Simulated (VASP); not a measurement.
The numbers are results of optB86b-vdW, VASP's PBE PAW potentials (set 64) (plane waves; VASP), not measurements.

A VASP calculation is set up with these files.

KPOINTS:
```
Automatic mesh
0
Gamma
9 9 9
0 0 0
```

File POSCAR:
```
InAs
1
   -0.0000000000     3.0717038476     3.0717038476
    3.0717038476     0.0000000000     3.0717038476
    3.0717038476     3.0717038476     0.0000000000
In As
1 1
Direct
  0.0000000000   0.0000000000   0.0000000000
  0.2500000000   0.2500000000   0.2500000000
```

### INCAR
```
SYSTEM = InAs
PREC = Accurate; ENCUT = 520; LREAL = .FALSE.
LASPH = .TRUE.
EDIFF = 1E-6; NELM = 100; ALGO = Normal
LMAXMIX = 4
ISMEAR = 1; SIGMA = 0.1
GGA = MK; LUSE_VDW = .TRUE.; AGGAC = 0.0
PARAM1 = 0.1234; PARAM2 = 1.0
IBRION = 2; NSW = 60; ISIF = 3
EDIFFG = -0.01
LWAVE = .FALSE.; LCHARG = .FALSE.
```

POTCAR, in this order: In_d As (PBE.64 set). Program: vasp_std.

Unless said otherwise, spin-orbit coupling is left out, though it shifts the bands of the heavy elements here.

What does the run give for the energy per atom (σ→0), band gap (on the k-mesh)?

```json
{
 "energy per atom (σ→0)": "-1.542 eV/atom",
 "band gap (on the k-mesh)": "none (metal, semimetal or under 0.01 eV)"
}
```

**OSZICAR**
```
...
DAV:   6    -0.310312015920E+01    0.24765E+00   -0.46403E-01  1348   0.123E+01    0.216E+00
DAV:   7    -0.308255971686E+01    0.20560E-01   -0.13009E-01  1260   0.335E+00    0.661E-01
DAV:   8    -0.308281329796E+01   -0.25358E-03   -0.11564E-02  1080   0.156E+00    0.183E-01
DAV:   9    -0.308326784820E+01   -0.45455E-03   -0.12310E-03  1005   0.479E-01    0.112E-01
DAV:  10    -0.308332451716E+01   -0.56669E-04   -0.13229E-04  1392   0.136E-01    0.767E-02
DAV:  11    -0.308334962568E+01   -0.25109E-04   -0.75956E-05   960   0.103E-01    0.470E-02
DAV:  12    -0.308334982823E+01   -0.20255E-06   -0.71501E-06   965   0.254E-02
   1 F= -.30833498E+01 E0= -.30834473E+01  d E =-.308335E+01
```

The compound is InAs in the zinc blende structure. It was relaxed first. The start is the result of an earlier pass.
